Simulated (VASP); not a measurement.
NaH12ClO6: single point with PBE

NaH12ClO6:

```
O H Na Cl
1.0
     6.07318    0.00000    0.00000
     0.00000    6.07318    0.00000
     0.00000    0.00000    6.07318
O H Na Cl
6 12 1 1
Cartesian
  4.9720 3.9154 4.9790
  0.0056 5.7974 0.7604
  2.8460 3.0885 2.3795
  1.5143 2.5005 5.8708
  4.1539 1.4190 -0.0844
  5.7934 7.0636 3.2352
  4.1050 4.3922 4.8218
  4.6708 3.0787 5.3525
  -0.4772 5.1401 0.1552
  0.5475 6.4113 0.2204
  2.7251 3.9535 2.8958
  3.6934 2.7748 2.6653
  1.3944 3.3047 6.4095
  2.3786 2.1588 6.0182
  3.9147 1.0141 -0.9462
  4.7571 0.9197 0.4941
  6.1408 6.4670 3.8787
  5.5933 6.5991 2.3991
  6.9089 2.9114 3.5238
  2.0528 5.3393 4.2626
```

The cell was built by a generator and needn't be a form met in nature.

```
Program             : VASP 6.6.1
Task                : single point
Functional          : PBE
Potentials or basis : VASP PAW PBE potentials, release 64 (O, H, Na_pv, Cl)
Cutoff              : 520 eV
k mesh              : 1 × 1 × 1
Occupations         : fermi-dirac, width 0.05 eV
Spin                : no spin polarisation
```

```json
{"Pressure": "1.4 GPa", "Largest force": "2.639 eV/Å", "Band gap on the k mesh": "4.01 eV, direct"}
```

Forces in eV/Å, atoms in the order of the input:
```
O   -0.461  1.431 -0.500
O   -0.816 -0.432 -0.010
O   -1.187  1.196  0.035
O   -2.447  0.501 -0.633
O   -1.140  1.568 -0.521
O   -1.466  1.937 -1.031
H    0.398 -0.162 -0.106
H   -0.141 -1.195  0.698
H    0.837  0.514  0.209
H    0.192 -0.408 -0.075
H    0.280 -0.300 -0.375
H    1.136 -0.631  0.341
H    0.437 -0.247 -0.206
H    1.908 -0.525  0.803
H    0.486 -0.654  0.587
H    0.196 -0.869 -0.516
H    0.927 -1.466  0.690
H    0.502 -0.490  0.129
Na  -0.066  0.086  0.506
Cl   0.425  0.147 -0.025
```

Stress tensor (GPa, compression positive):
```
 2.20 -1.00  0.28
-1.00  1.44 -1.89
 0.28 -1.89  0.68
```

Levels at points of the mesh, in eV from the valence-band top:
```tsv
k point	band 27	band 28	band 29	band 30	band 31	band 32	band 33	band 34	band 35	band 36
(0.00, 0.00, 0.00)	-1.25	-1.12	-0.34	-0.26	0.00	4.01	7.43	7.66	7.85	8.37
```

Wall time 33 s on 1 thread of Intel(R) Xeon(R) Platinum 8488C (Sapphire Rapids), on a shared host, peak memory 0.3 GiB.

As with any semilocal functional, this PBE gap is likely too small.
